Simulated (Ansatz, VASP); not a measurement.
# Cross-check of Zr2SNO (Zr2NOS MXene bilayer, AA) between VASP and Ansatz, part 3 of 3

Aim: how closely do two programs agree when they are given the same cell, functional and k mesh? Of the first pair: The structure shown is the start of the Ansatz relaxation below; VASP solves that cell, so the two are compared at the walk's first step.

VASP 6.6.1 and Ansatz 0.2.0.

So far: Starting point; Ansatz: relaxation, PBE with D3(BJ); VASP: single point, PBE with D3(BJ), start cell, pair 1; Comparison.

## Step 5: Ansatz: relaxation, PBE with D3(BJ)

Level of this step: Ansatz beside VASP: Kohn-Sham DFT, plane waves, PBE with D3(BJ) (Ansatz).

This run makes the geometry at which the two programs are then compared.

The structure compared here is the end of the Ansatz relaxation.

input.yaml reads:

```yaml
crystal:
  lattice:
    - [3.2175, 0.0, 0.0]
    - [-1.60875, 2.7864367367, 0.0]
    - [0.0, 0.0, 28.2230520913]
  atoms:
    - { symbol: S, position: [0.3333333333, 0.6666666667, 0.248024203] }
    - { symbol: Zr, position: [0.6666666667, 0.3333333333, 0.3137394537], spin: 1.0 }
    - { symbol: "N", position: [0.0, 0.0, 0.358721824] }
    - { symbol: Zr, position: [0.3333333333, 0.6666666667, 0.4037041943], spin: 1.0 }
    - { symbol: O, position: [0.6666666667, 0.3333333333, 0.4477377572] }
    - { symbol: S, position: [0.3333333333, 0.6666666667, 0.5522622428] }
    - { symbol: Zr, position: [0.6666666667, 0.3333333333, 0.6179774936], spin: -1.0 }
    - { symbol: "N", position: [0.0, 0.0, 0.6629598639] }
    - { symbol: Zr, position: [0.3333333333, 0.6666666667, 0.707942234], spin: -1.0 }
    - { symbol: O, position: [0.6666666667, 0.3333333333, 0.751975797] }
  periodic: [true, true, false]
magnetization:
  spin_polarized: true
kpoints:
  mp_grid: { grid: [12, 12, 1] }
hamiltonian:
  xc: pbe
  dispersion: d3bj
  pseudopotentials: { kind: paw, azcp: { folder: soft_1 } }
scf:
  occupations: { method: fermi_dirac, width: 0.05 }
relax:
  f_tol: 0.01
  max_steps: 90
  cell: {}
```

Launch:

```bash
$ ansatz run input.yaml --threads 4 --pin off --max-ram 8192MiB --backend cpu --events-out ev --progress --plain --runs-dir out
```

Numbers of over 12 decimals in the logs are rounded to 6 here.

What it wrote:

```text
[...]
Crystal: 10 atoms, lattice volume = 468.405 Å³
Basis set: ecut = 420 eV, 9307 PW (Γ), exchange–correlation on 48×48×720 points (8 copies of the dense FFT grid, shifted against one another)
Bands: 53, of which v1, the nominal top of the filled ones, is band 41 counted from 1 (40 counted from 0)
[...]
- { symbol: Zr, position: [0.333333, 0.666667, 0.230995] }
    - { symbol: O, position: [0.666667, 0.333333, 0.246238] }
    - { symbol: S, position: [0.333333, 0.666667, 0.291407] }
    - { symbol: Zr, position: [0.666667, 0.333333, 0.322252] }
    - { symbol: N, position: [0, 0, 0.348065] }
    - { symbol: Zr, position: [0.333333, 0.666667, 0.372679] }
    - { symbol: O, position: [0.666667, 0.333333, 0.390584] }
[key lines of the parts left out:]
SCF converged after 10 iterations
Magnetization: 0.0000 μB (41.0000 up, 41.0000 down)
Free energy (F): -20460.843093 eV
Fermi energy:    -5.135291 eV
P = ½ c Tr σ = 0.0182 N/m
```

## Step 6: VASP: single point, PBE with D3(BJ), relaxed cell, pair 2

The same cell, functional, mesh and smearing now go to VASP, with its own data sets.

INCAR reads:

```
SYSTEM = Zr2SNO
PREC = Accurate
ENCUT = 520
EDIFF = 1E-06
NELM = 200
ISMEAR = -1
SIGMA = 0.05
LREAL = .FALSE.
ALGO = Normal
GGA = PE
IVDW = 12
NBANDS = 56
ISPIN = 2
MAGMOM = 0 -0 -0 -0 0 0 0 -0 0 -0
LASPH = .TRUE.
LMAXMIX = 4
LORBIT = 11
LWAVE = .FALSE.
LCHARG = .FALSE.
ISIF = 2
LDIPOL = .TRUE.
IDIPOL = 3
DIPOL = 0.5 0.5 0.274
LVHAR = .TRUE.
GGA_COMPAT = .FALSE.
NELMDL = -8
KPAR = 2
```

POSCAR reads:

```
Zr2SNO
1.0
    3.3319797242      0.0000000000      0.0000000000
   -1.6659898621      2.8855790860      0.0000000000
    0.0000000000      0.0000000000     52.2461041779
S Zr N O
2 4 2 2
Direct
    0.3333333333      0.6666666667      0.1489440431
    0.3333333333      0.6666666667      0.2914072181
    0.6666666667      0.3333333333      0.1795207482
    0.3333333333      0.6666666667      0.2309952312
    0.6666666667      0.3333333333      0.3222516884
    0.3333333333      0.6666666667      0.3726792733
    0.0000000000      0.0000000000      0.2054240570
    0.0000000000      0.0000000000      0.3480645889
    0.6666666667      0.3333333333      0.2462380139
    0.6666666667      0.3333333333      0.3905840386
```

KPOINTS reads:

```
Automatic mesh
0
Gamma
12 12 1
0 0 0
```

The projector-augmented-wave data sets are S, Zr_sv, N and O (PBE family, release 64).

Launch:

```bash
$ mpirun -np 2 vasp_std
```

What it wrote:

```text
[banner, memory and clock lines left out]
running    2 mpi-ranks, on    1 nodes
[...]
LDA part: xc-table for (Slater+PW92), standard interpolation
 [... a notice as in an earlier step ...]

 POSCAR, INCAR and KPOINTS ok, starting setup
[...]
entering main loop
       N       E                     dE             d eps       ncg     rms          rms(c)
DAV:   1     0.844078516995E+03    0.84408E+03   -0.38822E+04  5040   0.123E+03
DAV:   2    -0.341768371063E-01   -0.84411E+03   -0.81787E+03  5536   0.350E+02
DAV:   3    -0.958872201642E+02   -0.95853E+02   -0.94536E+02  5760   0.106E+02
DAV:   4    -0.103568549421E+03   -0.76813E+01   -0.76546E+01  7488   0.285E+01
[...]
DAV:  37    -0.892771393538E+02   -0.49499E-05   -0.20544E-07  3288   0.998E-04    0.479E-04
DAV:  38    -0.892771406541E+02   -0.13002E-05   -0.48801E-08  2912   0.553E-04    0.476E-04
DAV:  39    -0.892771414978E+02   -0.84374E-06   -0.22252E-08  2656   0.440E-04
   1 F= -.92395557E+02 E0= -.92383888E+02  d E =-.233366E-01  mag=     0.0002
```

From OUTCAR (step 6):

```text
 Edisp (eV)   -3.11842

  Total       0.13684     0.13684     0.00425     0.00000     0.00000     0.00000
  in kB       0.43646     0.43646     0.01356     0.00000     0.00000     0.00000
  external pressure =        0.30 kB  Pullay stress =        0.00 kB

 POSITION                                       TOTAL-FORCE (eV/Angst)
 -----------------------------------------------------------------------------------
     -0.00000      1.92372      7.78175         0.000000      0.000000      0.000464
     -0.00000      1.92372     15.22489         0.000000      0.000000      0.005686
      1.66599      0.96186      9.37926        -0.000000      0.000000     -0.012624
     -0.00000      1.92372     12.06860         0.000000     -0.000000     -0.028229
      1.66599      0.96186     16.83640        -0.000000      0.000000     -0.015585
     -0.00000      1.92372     19.47104         0.000000      0.000000     -0.001376
      0.00000      0.00000     10.73261         0.000000      0.000000      0.001022
      0.00000      0.00000     18.18502         0.000000      0.000000     -0.006507
      1.66599      0.96186     12.86498        -0.000000      0.000000      0.035821
      1.66599      0.96186     20.40649        -0.000000     -0.000000      0.021329
 -----------------------------------------------------------------------------------
    total drift:                                0.000001     -0.000000      0.000574

  FREE ENERGIE OF THE ION-ELECTRON SYSTEM (eV)
  ---------------------------------------------------
  free  energy   TOTEN  =       -92.3955565841 eV

  energy  without entropy=      -92.3722199357  energy(sigma->0) =      -92.38388826

 magnetization (x)
# of ion       s       p       d       tot
------------------------------------------
    1       -0.000  -0.000   0.000  -0.000
    2       -0.000  -0.000   0.000  -0.000
    3        0.000  -0.000   0.000   0.000
    4       -0.000   0.000   0.000   0.000
    5        0.000   0.000   0.000   0.000
    6        0.000   0.000   0.000   0.000
    7       -0.000   0.000   0.000   0.000
    8       -0.000  -0.000   0.000  -0.000
    9       -0.000  -0.000   0.000  -0.000
   10       -0.000  -0.000   0.000  -0.000
--------------------------------------------------
tot         -0.000  -0.000   0.000   0.000

[... 1 part as in an earlier step ...]

[... 2 further parts left out ...]
[key lines of the parts left out:]
E-fermi :  -1.1190
```

## Step 7: Differences

At this near-relaxed geometry the largest component of a force difference is 37 meV/Å. With vacuum in the cell, a pressure given here is an average over mostly empty space and none of the material.

## Step 8: What came out

| Quantity | Value |
| --- | --- |
| r.m.s. force difference (single point, PBE with D3(BJ), start cell, pair 1) | 0.65 % of the r.m.s. force |
| r.m.s. force difference (single point, PBE with D3(BJ), relaxed cell, pair 2) | 10 meV/Å |

**Reading.** The r.m.s. force difference is 10 meV/Å (single point, PBE with D3(BJ), relaxed cell, pair 2), within the 12 meV/Å picked in this series as the mark of a large difference. How closely two codes agree says nothing of how well the functional describes the real material.

[Lines on the potential files, build, host, timing and source positions are cut from VASP's logs without a mark.]

[Logs are printed without paths, hosts, clocks, repeated set-up lines and the standing remarks that a program may print on its own settings, such as how far it seeks lower states.]

[Hosts, paths, dates, database ids (printed as entryN), source tags and the programs' standing remarks are cut or masked in the printed files.]
